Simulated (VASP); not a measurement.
# Lattice of AlCr2C across functionals and dispersion corrections, part 4 of 4

Aim: relax AlCr2C with several functionals and dispersion schemes, and compare the cells. The start is a computed cell from the Materials Project.

VASP 6.6.1, plane waves and PAW; the level of theory is named at each step.

Still holding for the runs below: The k-mesh is coarse for a metal.

So far. Step 7 (Relaxation with r2SCAN + rVV10): It ends at 11.04 Å³/atom, +1.4 % from the start, with 0.00 GPa left. The conventional cell has a = 2.836 and c = 12.675 Å. The largest moment is 1.02 μB. Against plain r2SCAN, the dispersion term moves a by -0.2 % and c by -0.2 %. Step 8 (Relaxation with PBE + TS): It ends at 10.32 Å³/atom, -5.2 % from the start, with 0.00 GPa left. The conventional cell has a = 2.761 and c = 12.505 Å.

### 9. Relaxation with optB86b-vdW

This step: optB86b-vdW, spin-polarised from a ferromagnetic start; plane waves and PAW (Al, Cr_pv, C) (VASP 6.6.1).

optB86b-vdW pairs nonlocal correlation with a less repulsive exchange of B86b form.

File INCAR:

```
SYSTEM = AlCr2C
PREC = Accurate
ENCUT = 560
EDIFF = 1E-06
NELM = 100
ISMEAR = -1
SIGMA = 0.05
LREAL = .FALSE.
ALGO = Normal
GGA = MK
AGGAC = 0
LUSE_VDW = .TRUE.
PARAM1 = 0.1234
PARAM2 = 1
LASPH = .TRUE.
NBANDS = 50
ISPIN = 2
MAGMOM = 0 0 3 3 3 3 0 0
LMAXMIX = 4
LORBIT = 11
LWAVE = .FALSE.
LCHARG = .FALSE.
KPAR = 8
IBRION = 2
NSW = 60
ISIF = 3
EDIFFG = -0.01
```

File POSCAR:

```
AlCr2C
1.0
    2.8251010646      0.0000000000      0.0000000000
   -1.4125505323      2.4466092902      0.0000000000
    0.0000000000      0.0000000000     12.6013736800
Al Cr C
2 4 2
Direct
    0.6666666700      0.3333333300      0.2500000000
    0.3333333300      0.6666666700      0.7500000000
    0.3333333300      0.6666666700      0.4149411600
    0.6666666700      0.3333333300      0.9149411600
    0.6666666700      0.3333333300      0.5850588400
    0.3333333300      0.6666666700      0.0850588400
    0.0000000000      0.0000000000      0.5000000000
    0.0000000000      0.0000000000      0.0000000000
```

File KPOINTS:

```
Automatic mesh
0
Gamma
9 9 2
0 0 0
```

The projector-augmented-wave data sets are Al, Cr_pv and C (PBE family, release 64).

Started as:

```bash
$ mpirun -np 8 vasp_std
```

Numbers of over 12 decimals in the logs are rounded to 6 here.

Output:

```text
[banner, memory and clock lines left out]
running    8 mpi-ranks, on    1 nodes
[...]
[... a notice as in an earlier step ...]

 [... a notice as in an earlier step ...]

 [... a notice as in an earlier step ...]

 LDA part: xc-table for (Slater+PW92), standard interpolation
 POSCAR, INCAR and KPOINTS ok, starting setup
[...]
entering main loop
       N       E                     dE             d eps       ncg     rms          rms(c)
DAV:   1     0.780978872436E+03    0.78098E+03   -0.33757E+04  4800   0.146E+03
DAV:   2    -0.412543494734E+01   -0.78510E+03   -0.74113E+03  4808   0.452E+02
DAV:   3    -0.599696652223E+02   -0.55844E+02   -0.53443E+02  5440   0.128E+02
DAV:   4    -0.619157828102E+02   -0.19461E+01   -0.19314E+01  5310   0.219E+01
[...]
DAV:  18    -0.499024088824E+02   -0.68128E-06   -0.18987E-05  5826   0.325E-02    0.182E-02
DAV:  19    -0.499024099081E+02   -0.10257E-05   -0.28195E-06  4780   0.102E-02    0.650E-03
DAV:  20    -0.499024101347E+02   -0.22651E-06   -0.42362E-07  3218   0.401E-03
   1 F= -.49902410E+02 E0= -.49876435E+02  d E =-.499024E+02  mag=     0.0004
[... from here on, the cycles between the ionic steps are left out ...]
   2 F= -.49901192E+02 E0= -.49874880E+02  d E =0.121860E-02  mag=     0.0000
   3 F= -.49903317E+02 E0= -.49877210E+02  d E =-.907291E-03  mag=     0.0000
   4 F= -.49903317E+02 E0= -.49877211E+02  d E =-.906430E-03  mag=     0.0000
   5 F= -.49903345E+02 E0= -.49877257E+02  d E =-.280983E-04  mag=     0.0000
 trial-energy change:   -0.000028  1 .order   -0.000023   -0.000042   -0.000004
 step:   0.9349(harm=  0.9807)  dis= 0.00065  next Energy=   -49.903345 (dE=-0.282E-04)
 reached required accuracy - stopping structural energy minimisation
```

Run time: 14 min. Hardware: 8 MPI ranks of AMD EPYC 7571, shared host; peak memory 5.4 GiB; 1.9 h of CPU time.

Parts of OUTCAR (step 9):

```text
  Total       -0.0122534     -0.0122534     -0.0210788      0.0000000      0.0000000      0.0000000
  in kB       -0.2245738     -0.2245738     -0.3863194      0.0000000      0.0000000      0.0000000
  external PRESSURE =      -0.2784890 kB  Pullay stress =       0.0000000 kB

 POSITION                                       TOTAL-FORCE (eV/Angst)
 -----------------------------------------------------------------------------------
      1.41434      0.81657      3.15391         0.000000     -0.000000     -0.000000
     -0.00000      1.63314      9.46174         0.000000     -0.000000     -0.000000
     -0.00000      1.63314      5.23457        -0.000000     -0.000000      0.003418
      1.41434      0.81657     11.54240        -0.000000      0.000000      0.003418
      1.41434      0.81657      7.38109         0.000000      0.000000     -0.003418
     -0.00000      1.63314      1.07326        -0.000000     -0.000000     -0.003418
      2.82868      0.00000      6.30783         0.000000     -0.000000     -0.000000
      2.82868      0.00000      0.00000         0.000000     -0.000000     -0.000000
 -----------------------------------------------------------------------------------
    total drift:                               -0.000008      0.000005     -0.000000

  FREE ENERGIE OF THE ION-ELECTRON SYSTEM (eV)
  ---------------------------------------------------
  free  energy   TOTEN  =       -49.9033446634 eV

  energy  without entropy=      -49.8511690286  energy(sigma->0) =      -49.87725685

 magnetization (x)
# of ion       s       p       d       tot
------------------------------------------
    1        0.000  -0.000   0.000  -0.000
    2        0.000  -0.000   0.000  -0.000
    3       -0.000   0.000   0.000  -0.000
    4       -0.000   0.000   0.000  -0.000
    5       -0.000   0.000   0.000  -0.000
    6       -0.000   0.000   0.000  -0.000
    7        0.000  -0.000   0.000  -0.000
    8        0.000  -0.000   0.000  -0.000
--------------------------------------------------
tot         -0.000  -0.000   0.000  -0.000

[... 2 parts as in an earlier step ...]

[... 2 further parts left out ...]
[key lines of the parts left out:]
E-fermi :  10.0200
```

It ends at 10.93 Å³/atom, +0.4 % from the start, with -0.03 GPa left. The conventional cell has a = 2.829 and c = 12.616 Å. The moments are lost on the way, which shrinks a magnet's cell; a magnetic solution may have been missed.

### 10. The cells as a table

This step: relaxed cells at several levels; plane waves and PAW (VASP 6.6.1).

No new run; the numbers come from the runs before.

Lengths are those of the conventional cell; cost is the wall time of each run, as given at its step, times its ranks, without the set-up around it. Results by level, by row:

```csv
level,volume (Å³/atom),change from the start (%),a (Å),c (Å),largest site moment (μB),cost (core minutes)
LDA,10.54,-3.2,2.795,12.47,0,63.1
PBEsol,10.78,-1,2.814,12.58,0,61
PBE,11.09,1.8,2.842,12.68,0,59.5
r2SCAN,11.1,2,2.842,12.69,1.033,277
PBE + D3(BJ),10.76,-1.1,2.813,12.57,0,46.6
r2SCAN + rVV10,11.04,1.4,2.836,12.68,1.024,205
PBE + TS,10.32,-5.2,2.761,12.51,0,102
optB86b-vdW,10.93,0.4,2.829,12.62,0,112
```

### 11. Outcome

```json
{"volume, LDA": "10.54 Å³/atom", "volume, PBEsol": "10.78 Å³/atom", "volume, PBE": "11.09 Å³/atom", "volume, r2SCAN": "11.10 Å³/atom", "volume, PBE + D3(BJ)": "10.76 Å³/atom", "volume, r2SCAN + rVV10": "11.04 Å³/atom", "volume, PBE + TS": "10.32 Å³/atom", "volume, optB86b-vdW": "10.93 Å³/atom"}
```

For AlCr2C the levels give volumes between 10.32 Å³/atom (PBE + TS) and 11.10 Å³/atom (r2SCAN), a spread of 7.6 %, while the cost of the finished runs spans a factor of 5.9. The costs hold the number of ionic steps as well as the price of the functional. SCAN-type functionals tend to overstate the moments of itinerant magnets. LDA, PBEsol, PBE, PBE + D3(BJ), PBE + TS and optB86b-vdW ended without moments and the others with them, so the comparison mixes magnetic states. Adding D3(BJ) to PBE changes the volume by -2.9 % (a by -1.0 % and c by -0.9 %). Adding rVV10 to r2SCAN changes the volume by -0.6 % (a by -0.2 % and c by -0.2 %). Adding TS to PBE changes the volume by -7.0 % (a by -2.9 % and c by -1.4 %). Pairwise corrections of the D and TS kind ignore the screening in a metal, so they may overbind here. Within 0.02 Å all end in space group P6_3/mmc; the runs can't lower the symmetry of the start. The k-sampling is coarse for a metal, so the Fermi level, moments, pressures and the shape of the cell carry errors. Only the typed magnetic starts were tried, so the magnetic ground state may differ and with it the other results. The largest site moment differs between levels, from 0.00 μB (LDA) to 1.03 μB (r2SCAN); larger moments and larger volumes go together in magnets, so the two can't be judged apart. Each is a single relaxation on the plane waves of the start cell, so larger changes of volume carry a basis-set error that was not tested here. Zero-point and thermal expansion are not included.

[Lines on the potential files, build, host, timing and source positions are cut from VASP's logs without a mark.]

[Logs are printed without paths, hosts, clocks, repeated set-up lines and the standing remarks that a program may print on its own settings, such as how far it seeks lower states.]

[Hosts, paths, dates, database ids (printed as entryN), source tags and the programs' standing remarks are cut or masked in the printed files.]

[A measured line is paired with the nearest computed mode of its activity, which favours agreement.]
